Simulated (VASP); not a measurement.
Consider the following.

```yaml
crystal:
  lattice:
    - [4.20261, 0.00000, 0.00000]
    - [0.00000, 4.20261, 0.00000]
    - [0.00000, 0.00000, 26.94606]
  atoms:
    - { symbol: Ca, position: [0.00000, 0.50000, 0.33765] }
    - { symbol: Ca, position: [0.50000, 0.00000, 0.44355] }
    - { symbol: Ca, position: [0.00000, 0.50000, 0.55645] }
    - { symbol: Ca, position: [0.50000, 0.00000, 0.66235] }
    - { symbol: Se, position: [0.00000, 0.50000, 0.44558] }
    - { symbol: Se, position: [0.50000, 0.00000, 0.33236] }
    - { symbol: Se, position: [0.00000, 0.50000, 0.66764] }
    - { symbol: Se, position: [0.50000, 0.00000, 0.55442] }
```

All values below come from r2SCAN meta-GGA, VASP's PBE PAW potentials (set 64) (plane waves; VASP 6.6.1). Run with PREC = Normal, 400 eV cut-off, 5×5×1 Γ-centred mesh, Gaussian smearing of 0.050 eV, potentials Ca_sv Se.

Q: What does the run give for the energy per atom (σ→0), band gap (on the k-mesh) with the smallest direct gap where there is one?

A: 
```yaml
band gap (on the k-mesh): 2.68 eV
smallest direct gap (on the k-mesh): 2.68 eV
energy per atom (σ→0): -12.866 eV/atom
```

The cell is a thin slab with vacuum, built from CaSe (rock salt): (100) face.
